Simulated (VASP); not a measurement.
Data:

```xyz
5
Lattice="4.0084 0.0000 0.0000 0.0000 4.0084 0.0000 0.0000 0.0000 4.0084" Properties=species:S:1:pos:R:3 pbc="T T T"
Ba     0.0000     0.0000     0.0000
Ti     2.0042     2.0042     2.0042
O      2.0042     0.0000     2.0042
O      0.0000     2.0042     2.0042
O      2.0042     2.0042     0.0000
```

Method: r2SCAN meta-GGA, VASP's PBE PAW potentials (set 64) (plane waves; VASP 6.6.1). Run with 520 eV cut-off, 5×5×5 Γ-centred mesh, Gaussian smearing of 0.050 eV, potentials Ba_sv Ti_sv O.

Predict the energy per atom (σ→0).

```
Quantity                         Value
---------------------  ---------------
energy per atom (σ→0)  -14.847 eV/atom
```

The compound is BaTiO3 in the cubic perovskite structure, the ideal cubic form; the compound distorts at low or room temperature. It was relaxed first. The start is the result of an earlier pass.
